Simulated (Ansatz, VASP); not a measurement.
## One calculation of HfBe2, two programs

```
Hf Be
1.0
     3.77950    0.00000    0.00000
    -1.88975    3.27314    0.00000
     0.00000    0.00000    3.16996
Hf Be
1 2
Direct
  0.00000 0.00000 0.00000
  0.33333 0.66667 0.50000
  0.66667 0.33333 0.50000
```

The cell comes from a database or a generator and needn't be the stable form of this composition.

Alike in both runs: task single point; functional LDA; k mesh 7 × 7 × 7; occupations fermi-dirac, width 0.1 eV; no spin polarisation.

```csv
,VASP,Ansatz
version,VASP 6.6.1,Ansatz 0.2.0
potentials or method,"VASP PAW LDA potentials, release 64 (Hf_pv, Be)","plane waves, PAW"
plane-wave cutoff (eV),520,420
valence electrons in the cell,14,30
```

```csv
,VASP,Ansatz,Ansatz less VASP
gap on the k mesh at the Fermi level (eV),none,none,-
pressure (GPa),-5.6,-6.1,-0.44
largest component of the traceless stress (GPa),0.88,0.90,+0.020
```

A gap of «none» marks a metal or a gap that the smearing closes. The two sets of potentials don't hold the same shells in valence.

The runs have no spin-orbit coupling, so splittings on Hf are missing.
